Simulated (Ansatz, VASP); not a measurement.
# AlN in two plane-wave programs

One calculation is typed for both programs; each brings its own data sets and cutoff. How far apart do they land? The cell is taken from a series of runs on this material, whose earlier steps may have relaxed or scaled it; both programs get it as it stands.

Method: plane waves, with VASP 6.6.1 beside it; single point at LDA, in Ansatz 0.2.0.

### 1. The structure

It takes space group P6_3mc (No. 186, hexagonal). The conventional cell has a = 3.113 Å, b = 3.113 Å, c = 4.981 Å, α = 90.00°, β = 90.00°, γ = 120.00°. Nearest to Al lie 4 N at 1.89 Å. Nearest to N lie 4 Al at 1.89 Å. Farther neighbours and most contacts between anions are not listed.

Structure file:

```xyz
4
Lattice="3.1130 0.0000 0.0000 -1.5565 2.6959 0.0000 0.0000 0.0000 4.9810" Properties=species:S:1:pos:R:3 pbc="T T T"
Al    1.5565    0.8986    2.4905
Al    0.0000    1.7973    0.0000
N     1.5565    0.8986    4.3833
N     0.0000    1.7973    1.8928
```

### 2. VASP: single point, LDA

With cell and atoms fixed, the geometry can't cause a difference; cores, projectors, grids and the points listed under the comparison can.

Lines of VASP's logs that name or quote its potential files are left out, and so is its time.

Contents of INCAR:

```
SYSTEM = AlN
PREC = Accurate
ENCUT = 1210
EDIFF = 1E-06
NELM = 100
ISMEAR = 0
SIGMA = 0.01
LREAL = .FALSE.
ALGO = Normal
GGA = CA
NBANDS = 14
LORBIT = 11
LWAVE = .FALSE.
LCHARG = .FALSE.
KPAR = 2
ISIF = 2
```

Contents of POSCAR:

```
AlN
1.0
    3.1130000000      0.0000000000      0.0000000000
   -1.5565000000      2.6959370820      0.0000000000
    0.0000000000      0.0000000000      4.9810000000
Al N
2 2
Direct
    0.6666666667      0.3333333333      0.5000000000
    0.3333333333      0.6666666667      0.0000000000
    0.6666666667      0.3333333333      0.8800000000
    0.3333333333      0.6666666667      0.3800000000
```

Contents of KPOINTS:

```
Automatic mesh
0
Gamma
9 9 6
0 0 0
```

PAW data sets: Al and N_h (LDA family, release 64).

Launch:

```console
> mpirun -np 2 vasp_std
```

Numbers of over 12 decimals in the logs are rounded to 6 here.

Output:

```text
[banner, memory and clock lines left out]
running    2 mpi-ranks, on    1 nodes
 distrk:  each k-point on    1 cores,    2 groups
 distr:  one band on    1 cores,    1 groups

 POSCAR found type information on POSCAR AlN
 POSCAR found :  2 types and       4 ions
 LDA part: xc-table for (Slater(with rela. corr.)+CA(PZ))
 , standard interpolation
 POSCAR, INCAR and KPOINTS ok, starting setup
 FFT: planning ... GRIDC
 FFT: planning ... GRID_SOFT
 FFT: planning ... GRID
 WAVECAR not read
 entering main loop
       N       E                     dE             d eps       ncg     rms          rms(c)
DAV:   1     0.928886404635E+02    0.92889E+02   -0.12016E+04  1344   0.200E+03
DAV:   2    -0.257493649972E+02   -0.11864E+03   -0.10544E+03  1938   0.260E+02
DAV:   3    -0.376288676277E+02   -0.11880E+02   -0.11765E+02  1830   0.828E+01
DAV:   4    -0.378095119473E+02   -0.18064E+00   -0.18056E+00  1554   0.112E+01
DAV:   5    -0.378119624514E+02   -0.24505E-02   -0.24497E-02  1812   0.132E+00    0.122E+01
DAV:   6    -0.329219994101E+02    0.48900E+01   -0.13714E+01  1704   0.266E+01    0.428E+00
DAV:   7    -0.328943539977E+02    0.27645E-01   -0.86644E-01  1434   0.648E+00    0.210E+00
DAV:   8    -0.328447392531E+02    0.49615E-01   -0.45507E-02  1752   0.217E+00    0.684E-01
DAV:   9    -0.328368107821E+02    0.79285E-02   -0.67680E-03  1704   0.820E-01    0.130E-01
DAV:  10    -0.328369667681E+02   -0.15599E-03   -0.11480E-03  1746   0.251E-01    0.733E-02
DAV:  11    -0.328368953843E+02    0.71384E-04   -0.28269E-04  1692   0.132E-01    0.569E-03
DAV:  12    -0.328368965281E+02   -0.11438E-05   -0.10581E-05  1632   0.289E-02    0.391E-03
DAV:  13    -0.328368964417E+02    0.86385E-07   -0.22343E-07  1236   0.428E-03
   1 F= -.32836896E+02 E0= -.32836896E+02  d E =-.772936E-55
```

Parts of OUTCAR (step 2):

```text
ion  position               nearest neighbor table
   1  0.667  0.333  0.500-   3 1.89   4 1.89   4 1.89   4 1.89   2 3.07   2 3.07   2 3.07   2 3.07
                             2 3.07   2 3.07
   2  0.333  0.667  0.000-   4 1.89   3 1.89   3 1.89   3 1.89   1 3.07   1 3.07   1 3.07   1 3.07
                             1 3.07   1 3.07
   3  0.667  0.333  0.880-   1 1.89   2 1.89   2 1.89   2 1.89
   4  0.333  0.667  0.380-   2 1.89   1 1.89   1 1.89   1 1.89

  LATTYP: Found a hexagonal cell.
 ALAT       =     3.1130000000
 C/A-ratio  =     1.6000642467

 Subroutine GETGRP returns: Found 12 space group operations
 (whereof  6 operations were pure point group operations)

The static configuration has the point symmetry C_3v.
 The point group associated with its full space group is C_6v.

 Found     48 irreducible k-points:

   k-points           NKPTS =     48   k-points in BZ     NKDIM =     48   number of bands    NBANDS=     14

   dimension x,y,z NGX =    36 NGY =   36 NGZ =   60
   dimension x,y,z NGXF=    72 NGYF=   72 NGZF=  120

   ENCUT  = 1210.0 eV  88.93 Ry    9.43 a.u.   8.83  8.83 14.13*2*pi/ulx,y,z

   NELECT =      16.0000    total number of electrons

 k-points in reciprocal lattice and weights: Automatic mesh
   0.00000000  0.00000000  0.00000000       0.002
   0.11111111  0.00000000  0.00000000       0.012
   0.22222222 -0.00000000  0.00000000       0.012
   0.33333333  0.00000000  0.00000000       0.012
   0.44444444 -0.00000000  0.00000000       0.012
   0.11111111  0.11111111  0.00000000       0.012
   0.22222222  0.11111111  0.00000000       0.025
   0.33333333  0.11111111  0.00000000       0.025
   0.44444444  0.11111111  0.00000000       0.012
[...]
0.33333333  0.22222222  0.50000000       0.025
   0.33333333  0.33333333  0.50000000       0.004

 average (electrostatic) potential at core
       1 -69.6238       2 -69.6238       3 -94.3191       4 -94.3191

 E-fermi :   6.3012

 k-point     1 :       0.0000    0.0000    0.0000
  band No.  band energies     occupation
    ...
      4       5.3584      2.00000
      5       5.3584      2.00000
      6       6.0151      2.00000
      7       6.0151      2.00000
      8       6.1937      2.00000
      9      10.4413      0.00000
     10      12.7459      0.00000
     11      16.6703      0.00000
     12      17.1587      0.00000
     13      17.1587      0.00000
    ...

 k-point     2 :       0.1111    0.0000    0.0000
  band No.  band energies     occupation
    ...
      4       4.6465      2.00000
      5       5.1577      2.00000
      6       5.3407      2.00000
      7       5.9876      2.00000
      8       6.1232      2.00000
      9      11.1134      0.00000
     10      13.3485      0.00000
     11      16.0165      0.00000
     12      16.2570      0.00000
     13      17.6025      0.00000
    ...

 k-point     3 :       0.2222   -0.0000    0.0000
  band No.  band energies     occupation
    ...
      4       3.1346      2.00000
      5       4.0824      2.00000
      6       4.7462      2.00000
      7       5.8563      2.00000
      8       5.8592      2.00000
      9      12.1842      0.00000
     10      13.8470      0.00000
     11      14.4434      0.00000
     12      15.8960      0.00000
     13      17.8540      0.00000
    ...

  Total       -1.2427184     -1.2427184     -0.7973436      0.0000000      0.0000000      0.0000000
  in kB      -47.6297058    -47.6297058    -30.5598113      0.0000000      0.0000000      0.0000000
  external PRESSURE =     -41.9397410 kB  Pullay stress =       0.0000000 kB

  energy-cutoff  :     1210.00
  volume of cell :       41.80
      direct lattice vectors                 reciprocal lattice vectors
     3.113000000  0.000000000  0.000000000     0.321233537  0.185464269  0.000000000
    -1.556500000  2.695937082  0.000000000     0.000000000  0.370928538  0.000000000
     0.000000000  0.000000000  4.981000000     0.000000000  0.000000000  0.200762899

 POSITION                                       TOTAL-FORCE (eV/Angst)
 -----------------------------------------------------------------------------------
      1.55650      0.89865      2.49050        -0.000000      0.000000     -0.119167
     -0.00000      1.79729      0.00000        -0.000000      0.000000     -0.119167
      1.55650      0.89865      4.38328        -0.000000      0.000000      0.119167
     -0.00000      1.79729      1.89278         0.000000     -0.000000      0.119167
 -----------------------------------------------------------------------------------
    total drift:                               -0.000000      0.000000      0.000537

  FREE ENERGIE OF THE ION-ELECTRON SYSTEM (eV)
  ---------------------------------------------------
  free  energy   TOTEN  =       -32.8368964417 eV

  energy  without entropy=      -32.8368964417  energy(sigma->0) =      -32.83689644

 total charge
# of ion       s       p       d       tot
------------------------------------------
    1        0.375   0.450   0.000   0.825
    2        0.375   0.450   0.000   0.825
    3        0.692   1.567   0.000   2.260
    4        0.692   1.567   0.000   2.260
--------------------------------------------------
tot          2.134   4.035   0.000   6.169

[... 3 further parts left out ...]
```

The run ends at a pressure of -4.19 GPa, with forces up to 0.12 eV/Å.

### 3. Ansatz: single point, LDA

Ansatz runs on its default PAW (the set named soft_2) files.

The same cell, functional (in two slightly different forms), mesh and smearing now go to Ansatz, which takes its cutoff from its data sets.

Contents of input.yaml:

```yaml
crystal:
  lattice:
    - [3.113, 0.0, 0.0]
    - [-1.5565, 2.695937082, 0.0]
    - [0.0, 0.0, 4.981]
  atoms:
    - { symbol: Al, position: [0.6666666667, 0.3333333333, 0.5] }
    - { symbol: Al, position: [0.3333333333, 0.6666666667, 0.0] }
    - { symbol: "N", position: [0.6666666667, 0.3333333333, 0.88] }
    - { symbol: "N", position: [0.3333333333, 0.6666666667, 0.38] }
hamiltonian:
  xc: lda
  pseudopotentials: { kind: paw }
kpoints:
  mp_grid: { grid: [9, 9, 6] }
scf:
  occupations: { method: gaussian, width: 0.01 }
  n_extra_bands: 5
output:
  forces: true
  stress: true
  eigenvalues: true
  write_density: true
  write_potential: true
  elf: true
  volumetric_format: npy
```

Launch:

```console
> ansatz run input.yaml --threads 2 --pin off --max-ram 4608MiB --backend cpu --events-out ev --progress --plain --runs-dir out
```

Output:

```text
scf.n_extra_bands = 5 over 8 filled bands (N_el = 16.0): the run solves 13 bands
Engine: ansatz 0.2.0, aarch64-unknown-linux-gnu
Pseudopotentials: kind: paw
Pseudopotential: Al, paw, valence charge 3, recommended cutoff 420 eV (normal), Al.paw.azcp
Pseudopotential: N, paw, valence charge 5, recommended cutoff 420 eV (normal), N.paw.azcp
Functional definition: SPW92
  exchange = slater_x
  correlation = pw_c
Crystal: 4 atoms, lattice volume = 41.803 Å³
Basis set: ecut = 420 eV, 809 PW (Γ)
Bands: 13, of which v1, the nominal top of the filled ones, is band 8 counted from 1 (7 counted from 0)
Symmetry: 12 space group operations
Space group: P63mc (ITA 186), of the structure as read, at distance tolerance 3.5e-5 Å
k-points: 48 of 486 (time reversal used)
Non-local potential: Al, projectors of the file, l = 0: 2, l = 1: 2, l = 2: 1
Non-local potential: N, projectors of the file, l = 0: 2, l = 1: 2, l = 2: 1
PAW form: soft (Blöchl's): semilocal exchange-correlation on the pseudo side does not see the compensation charge
PAW frozen core: Al, regenerated for the run's functional, and the local potential with it (the file was generated under x = pbe(κ = 0.804, μ = 0.219515), c = pbe(β = 0.066725))
PAW frozen core: N, regenerated for the run's functional, and the local potential with it (the file was generated under x = pbe(κ = 0.804, μ = 0.219515), c = pbe(β = 0.066725))
PAW one-centre angular grid: Al, 110 points (default); XC on 64 Gauss nodes
PAW one-centre angular grid: N, 110 points (default); XC on 64 Gauss nodes
Initial density: superposition of atomic densities (neutral atoms: chi_scale 0, normalization atom), corrected by the library's trained network
Initial wavefunctions: pseudopotential atomic-orbital guess
Functional: x = slater, c = lda
SCF iter   1: F=—  HF=-1779.711568 eV  |F-HF|=—  |Δ(HF+E_count)|=         —  Δρ=9.30e-3  dr2=4.17e-2  ethr=1.77e-3  ⟨swp⟩=6.1  Hψ=4208  notcnv=0
preconditioner: auto → none  [insulator: Δε(μ)=4.162 eV  Ē_g=13.546 eV  σ=0.010 eV  W_gap=1.00  n_scr=2 (ndim 8)  ℏωp=23.0 eV  f_vac=0.000  D(μ)=0.00/eV (n_scr^D=0)  ε∞_Penn≈3.9]
SCF iter   2: F=—  HF=-1779.699470 eV  |F-HF|=—  |Δ(HF+E_count)|=   1.21e-2  Δρ=2.60e-3  dr2=2.09e-3  ethr=2.61e-4  ⟨swp⟩=2.4  Hψ=1293  notcnv=0  defer=42
SCF iter   3: F=—  HF=-1779.698767 eV  |F-HF|=—  |Δ(HF+E_count)|=   7.03e-4  Δρ=7.55e-4  dr2=1.02e-4  ethr=1.31e-5  ⟨swp⟩=3.0  Hψ=1078  notcnv=0  defer=48
SCF iter   4: F=—  HF=-1779.698723 eV  |F-HF|=—  |Δ(HF+E_count)|=   4.46e-5  Δρ=2.82e-5  dr2=2.40e-7  ethr=6.37e-7  ⟨swp⟩=2.0  Hψ=910  notcnv=0  defer=48
SCF iter   5: F=—  HF=-1779.698723 eV  |F-HF|=—  |Δ(HF+E_count)|=   5.45e-7  Δρ=4.54e-6  dr2=4.84e-9  ethr=1.50e-9  ⟨swp⟩=2.0  Hψ=923  notcnv=0  defer=48
SCF iter   6: F=-1779.698723 eV  HF=-1779.698723 eV  |F-HF|=1.41e-11  |Δ(HF+E_count)|=  9.39e-10  Δρ=3.53e-7  dr2=3.16e-11  ethr=3.03e-11  ⟨swp⟩=7.6  Hψ=3938  notcnv=0
SCF 1 converged in 6 iterations: F = -1779.698723 eV  dr2 = 3.16e-11
  greatest PAW one-centre occupation: 0.780 electrons in one spin orbital (limit 2), on the N atom at site 3 (counted from 0), in its partial waves of l = 0
SCF converged after 6 iterations
Free energy (F): -1779.698723 eV
Harris-Foulkes:  -1779.698723 eV  (|F-HF|=1.41e-11)
Internal energy: -1779.698723 eV  (E = F + TS)
E sigma→0 (E₀):  -1779.698723 eV
Fermi energy:    8.941579 eV
--- Per-component energies (eV) ---
  E_band       = 26.248251
  E_kinetic    = 317.467825
  E_local      = -449.499588  (includes V_loc(G=0)·N_el)
  E_nonlocal   = 114.806161
  E_hartree    = 153.838048
  E_xc         = -201.052267
  E_vxc        = -215.005188  (∫ρ·V_xc dr)
  E_paw        = -1123.867334  (= ΣΔE_a)
  E_vpaw       = -49.197178  (= ΣTr[D̂ρ^β])
  E_aug_tail   = 0.000181  (compensation charges beyond the density's cutoff)
  E_ewald      = -591.663270
  E_core_change = 0.271521  (= ΣΔE_core)
  E_smearing   = -0.000000  (= −TS)
  E_closure    = 0.000000  (closes the sum)
  Σ components = -1779.698723   (vs F -1779.698723, Δ=0.00e0)
--- Forces (eV/Å), atoms counted from 1 ---
  atom   1  Al    -0.00000000     0.00000000    -0.11662331
  atom   2  Al     0.00000000    -0.00000000    -0.11662331
  atom   3  N      0.00000000    -0.00000000     0.11662057
  atom   4  N     -0.00000000     0.00000000     0.11662057
  max |Σ_I F_I| component: 5.48e-6 eV/Å
--- Stress (GPa, compression-positive) ---
       -5.204842       0.000000      -0.000000
        0.000000      -5.204842       0.000000
       -0.000000       0.000000      -3.538370
  P = ⅓ Tr σ = -4.6494 GPa (-46.494 kbar)
--- Band table (eV; the first three rows and the last of 48) ---
  k-point 0: bands = [... 4 lower, 5.9893, 6.6438, 6.6438, 6.8221, 11.0611, 13.3785, 17.2992, 17.7988, ... 1 higher]
  k-point 1: bands = [... 4 lower, 6.0311, 6.2289, 6.5972, 6.5972, 11.5394, 13.4509, 17.1247, 17.7683, ... 1 higher]
  k-point 2: bands = [... 4 lower, 6.1456, 6.1456, 6.4725, 6.4725, 12.4649, 13.5320, 16.8399, 17.8115, ... 1 higher]
  k-point 47: bands = [... 4 lower, 2.9623, 2.9623, 6.0368, 6.0368, 14.1282, 14.1282, 14.5694, 14.5694, ... 1 higher]
```

The run ends at a pressure of -4.65 GPa, with forces up to 0.12 eV/Å.

### 4. Comparison

Known differences besides the PAW data sets themselves: the two LDA forms differ slightly; the cutoff is 420 eV in Ansatz and 1210 eV in VASP; Ansatz makes its cores anew for this functional, VASP keeps those of its LDA data sets. Total energies have different zeros and are not compared.

Both answers:

```csv
quantity,Ansatz,VASP,difference
pressure (GPa),-4.65,-4.19,-0.46
gap on the k mesh (eV),4.239,4.248,-0.009
```

Forces (eV/Å; atoms numbered as in POSCAR):

```csv
atom,"Ansatz x, y, z","VASP x, y, z"
Al1,"0.000, 0.000, -0.117","0.000, 0.000, -0.119"
Al2,"0.000, 0.000, -0.117","0.000, 0.000, -0.119"
N3,"0.000, 0.000, 0.117","0.000, 0.000, 0.119"
N4,"0.000, 0.000, 0.117","0.000, 0.000, 0.119"
```

The forces differ by 1.5 meV/Å r.m.s., which is 2.1 % of the r.m.s. force of 0.07 eV/Å (both taken over all components). Ansatz's pressure holds a Pulay correction of 0.66 GPa; VASP's holds none.

### 5. Results

```yaml
r_m_s_force_difference_single_point_lda: 1.5 meV/Å
```

The r.m.s. force difference is 1.5 meV/Å (single point, LDA), within the 12 meV/Å picked in this series as the mark of a large difference. How closely two codes agree says nothing of how well the functional describes the real material.

[Lines on the potential files, build, host, timing and source positions are cut from VASP's logs without a mark.]

[Logs are printed without paths, hosts, clocks, repeated set-up lines and the standing remarks that a program may print on its own settings, such as how far it seeks lower states.]

[Hosts, paths, dates, database ids (printed as entryN), source tags and the programs' standing remarks are cut or masked in the printed files.]
